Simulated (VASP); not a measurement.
The system is AlN.

```
Al N
1.0
     3.11000    0.00000    0.00000
    -1.55500    2.69334    0.00000
     0.00000    0.00000    4.98000
Al N
2 2
Direct
  0.66667 0.33333 0.00000
  0.33333 0.66667 0.50000
  0.66667 0.33333 0.38200
  0.33333 0.66667 0.88200
```

Base run:

* Program: VASP 6.6.1
* Functional: r2SCAN
* Potentials or basis: VASP PAW PBE potentials, release 64 (Al, N)
* Cutoff: 520 eV
* k mesh: 8 × 8 × 5
* Occupations: fermi-dirac, width 0.05 eV
* Spin: no spin polarisation

Its results: band gap on the k mesh 4.89 eV, direct; pressure -0.9 GPa; largest force 0.016 eV/Å.

Problem. The run is repeated on the same cell with these changes: functional from r2SCAN to PBE. What comes out?

Solution. Band gap on the k mesh 4.21 eV, direct; pressure 3.9 GPa; largest force 0.009 eV/Å.

r2SCAN gives the wider gap, since meta-GGAs in the generalised Kohn-Sham scheme recover part of the derivative discontinuity.

Caveats: the PAW data sets were made with another functional, which shifts forces and pressure a little (some runs).

